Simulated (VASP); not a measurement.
Runs of VASP 6.6.1 on InSe. Symmetry: P6_3/mmc, No. 194, hexagonal system. Conventional cell: a = 4.050 Å, b = 4.050 Å, c = 16.930 Å, α = 90.00°, β = 90.00°, γ = 120.00°. In (site symmetry 3m) has 3 Se at 2.52 Å as nearest neighbours. Se (site symmetry 3m) has 3 In at 2.52 Å as nearest neighbours. 

```tsv
task	level	k mesh	grid for exact exchange (PRECFOCK)	exchange at q = 0	screening parameter	mesh quality	gap on the mesh (eV)	pressure (GPa)	largest force (eV/Å)
single point	PBE0	6 × 6 × 1	Fast	truncated	-	not flagged	0.96	5.4	2.90
optical spectrum	PBE	12 × 12 × 2	-	-	-	not flagged	none	7.6	2.90
single point	HSE06	3 × 3 × 1	Fast	-	0.2 1/A	coarse	0.31	(a)	(c)
single point	HSE06	6 × 6 × 1	Normal	-	0.2 1/A	not flagged	0.31	(b)	2.90
single point	PBE0	3 × 3 × 1	Normal	default	-	coarse	0.47	6.6	2.69
```

Alike in all rows: potentials or basis VASP PAW PBE potentials, release 64 (In_d, Se); no spin polarisation; cell as given; cutoff (eV) 400; smearing gaussian 0.02 eV.

Problem. Estimate the missing entries.

Solution. (a) 6.4; (b) 5.7; (c) 2.84.

Caveats: some runs use coarse meshes; this functional lacks dispersion, which binds the layers, so the pressure and a relaxed spacing across them are unreliable; the PAW data sets were made with another functional, which shifts forces and pressure a little (some runs); spin-orbit coupling is left out, which moves the levels of the heavy elements (some runs); an odd mesh through Γ misses points on the zone boundary, where band edges often lie (some runs); forces of over 1 eV/Å show positions far from the minimum, so gaps and moduli don't describe the material at rest (some runs).

A k mesh can miss the band edges, and the runs leave out spin-orbit coupling on In, Se.

A gap of «none» marks a metal or a gap under the smearing width.

Not every run made on this cell is shown here.
